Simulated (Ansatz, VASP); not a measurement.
**One calculation of CsLiCr2Te2S3, two programs**

```
CELL_PARAMETERS angstrom
3.44428 -5.21500 0.00789
3.44428 5.21500 0.00789
-2.92334 0.00000 7.48014
ATOMIC_POSITIONS crystal
Cs 0.09374 0.09374 0.00853
Li 0.58875 0.58875 0.55336
Cr 0.05646 0.46755 0.55790
Cr 0.46755 0.05646 0.55790
Te 0.56486 0.87357 0.29035
Te 0.87357 0.56486 0.29035
S 0.81151 0.39697 0.73347
S 0.39697 0.81151 0.73347
S 0.21404 0.21404 0.48371
```

Change from the starting cell: volume scaled by 1.02.

Alike in both runs: task single point; functional PBE; k mesh 5 × 5 × 4; occupations fermi-dirac, width 0.05 eV; collinear spin, ferromagnetic start.

|  | VASP | Ansatz |
| --- | --- | --- |
| version | VASP 6.6.1 | Ansatz 0.2.0 |
| potentials or method | VASP PAW PBE potentials, release 64 (Cs_sv, Li_sv, Cr_pv, Te, S) | Ansatz PAW |
| plane-wave cutoff (eV) | 520 | 420 |
| valence electrons in the cell | 66 | 90 |

Ansatz gave:

- gap on the k mesh at the Fermi level (eV): none
- rms of the force components (eV/Å): 0.063
- net moment per atom (μB): 0.45
- size of the moment on the site where the two differ most (μB): 2.07

Problem. Which values does VASP return?

Solution. gap on the k mesh at the Fermi level (eV): none; rms of the force components (eV/Å): 0.061; net moment per atom (μB): 0.45; size of the moment on the site where the two differ most (μB): 2.32.

Site moments also hang on the region over which each program counts them. Atom by atom the forces differ by 0.003 eV/Å (rms over components). A gap of «none» marks a metal or a gap that the smearing closes. The functional is the same, so the differences come from potentials, cutoffs and numerics. The two sets of potentials don't hold the same shells in valence.

Caveats: only a ferromagnetic start was run, and an antiferromagnetic order may lie lower in energy. Spin-orbit coupling is left out, which matters for the levels of Cs, Te.
